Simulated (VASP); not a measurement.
Consider the following.

```xyz
8
Lattice="3.3035 0.0000 0.0000 0.0000 3.3035 0.0000 0.0000 0.0000 24.2542" Properties=species:S:1:pos:R:3 pbc="T T T"
Zr     0.0000     1.6518     8.6232
Zr     1.6518     0.0000    10.9591
Zr     0.0000     1.6518    13.2951
Zr     1.6518     0.0000    15.6310
C      0.0000     1.6518    10.9591
C      1.6518     0.0000     8.6232
C      0.0000     1.6518    15.6310
C      1.6518     0.0000    13.2951
```

All values below come from PBEsol GGA, VASP's PBE PAW potentials (set 64) (plane waves; VASP). Run with PREC = Normal, EDIFF = 1E-5, 450 eV cut-off, 8×8×1 Γ-centred mesh, first-order Methfessel-Paxton smearing of 0.10 eV, potentials Zr_sv C.

At this cut-off the stress carries a Pulay error, which pulls relaxed volumes low.

Q: The ions are relaxed. Predict the relaxed structure.

A: 
```xyz
8
Lattice="3.3035 0.0000 0.0000 0.0000 3.3035 0.0000 0.0000 0.0000 24.2542" Properties=species:S:1:pos:R:3 pbc="T T T"
Zr     0.0000     1.6518     8.7145
Zr     1.6518     3.3035    10.9778
Zr     0.0000     1.6518    13.2764
Zr     1.6518     3.3035    15.5397
C      0.0000     1.6518    10.9524
C      1.6518     0.0000     8.6348
C      0.0000     1.6518    15.6194
C      1.6518     0.0000    13.3019
```

Q: How much energy does the relaxation gain?

A: The energy (σ→0) changes by -14.3 meV/atom, in 9 ionic steps.

| step | E(σ→0) (eV) | max force (eV/Å) | pressure (GPa) | volume (Å³) |
|---|---|---|---|---|
| 1 | -79.6833 | 1.125 | -2.80 | 264.70 |
| 2 | -79.7856 | 0.246 | -2.17 | 264.70 |
| 3 | -79.7870 | 0.151 | -2.09 | 264.70 |
| 4 | -79.7912 | 0.105 | -1.97 | 264.70 |
| 5 | -79.7961 | 0.116 | -1.64 | 264.70 |
| 6 | -79.7978 | 0.043 | -1.52 | 264.70 |
| 7 | -79.7979 | 0.037 | -1.49 | 264.70 |
| 8 | -79.7980 | 0.033 | -1.47 | 264.70 |
| 9 | -79.7980 | 0.008 | -1.48 | 264.70 |

The cell is a thin slab with vacuum, built from ZrC (rock salt): (100) face.
